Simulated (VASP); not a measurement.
VASP ran on this input.

KPOINTS:
```
Automatic mesh
0
Gamma
9 9 9
0 0 0
```

POSCAR:
```
Sr
1
   -0.0000000000     2.9571485008     2.9571485008
    2.9571485008     0.0000000000     2.9571485008
    2.9571485008     2.9571485008     0.0000000000
Sr
1
Direct
  0.0000000000   1.0000000000   1.0000000000
```

INCAR:
```
AGGAC=0.0
ALGO=Normal
EDIFF=1E-7
ENCUT=520
GGA=BO
ISIF=2
ISMEAR=-5
LASPH=.TRUE.
LCHARG=.TRUE.
LMAXMIX=4
LORBIT=11
LREAL=.FALSE.
LUSE_VDW=.TRUE.
LWAVE=.FALSE.
NEDOS=601
NELM=100
PARAM1=0.1833333333
PARAM2=0.22
PREC=Accurate
SYSTEM=Sr
```

POTCAR, in this order: Sr_sv (PBE.64 set). Program: vasp_std.

Q: Translate this optB88-vdW calculation to Quantum ESPRESSO's pw.x.

A: One equivalent input (not run):
```
&CONTROL
  calculation = 'scf'
  pseudo_dir = './pseudo'
  outdir = './out'
  tprnfor = .true.
  tstress = .true.
/
&SYSTEM
  ibrav = 0
  nat = 1
  ntyp = 1
  ecutwfc = 68
  occupations = 'tetrahedra'
  input_dft = 'vdw-df-obk8'
/
&ELECTRONS
  conv_thr = 7.3e-09
  electron_maxstep = 100
/
ATOMIC_SPECIES
  Sr 87.620 Sr.upf
CELL_PARAMETERS angstrom
    -0.0000000    2.9571485    2.9571485
     2.9571485    0.0000000    2.9571485
     2.9571485    2.9571485    0.0000000
ATOMIC_POSITIONS crystal
  Sr   0.0000000  1.0000000  1.0000000
K_POINTS automatic
  9 9 9 0 0 0
```
The two are equivalent in intent, not identical: the potentials are each code's own (VASP's PAW set, PseudoDojo norm-conserving files in pw.x), so ENCUT and ecutwfc are chosen apart and not converted; conv_thr bounds pw.x's estimated SCF error, while EDIFF bounds the energy change between steps.

The compound is Sr in the fcc structure. It was relaxed first, which changed the volume by -8 %.
